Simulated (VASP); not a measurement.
The system is SnO (Romarchite).

```
Sn O
1.0
     3.83538    0.00000    0.00000
     0.00000    3.83538    0.00000
     0.00000    0.00000    4.72805
Sn O
2 2
Direct
  0.50000 0.00000 0.24596
  0.00000 0.50000 0.75404
  0.00000 0.00000 0.00000
  0.50000 0.50000 0.00000
```

Base run:

- Program: VASP 6.6.1
- Functional: PBE0
- Potentials or basis: VASP PAW PBE potentials, release 64 (Sn_d, O)
- Cutoff: 520 eV
- k mesh: 4 × 4 × 4
- Occupations: gaussian, width 0.03 eV
- Spin: no spin polarisation

Its results: pressure -2.3 GPa; largest force 0.673 eV/Å.

Q: The run is repeated on the same cell with these changes: functional from PBE0 to PBE. What comes out?

A: Pressure 2.1 GPa; largest force 0.068 eV/Å.

Caveats: some runs use coarse meshes; the PAW data sets were made with another functional, which shifts forces and pressure a little (some runs).
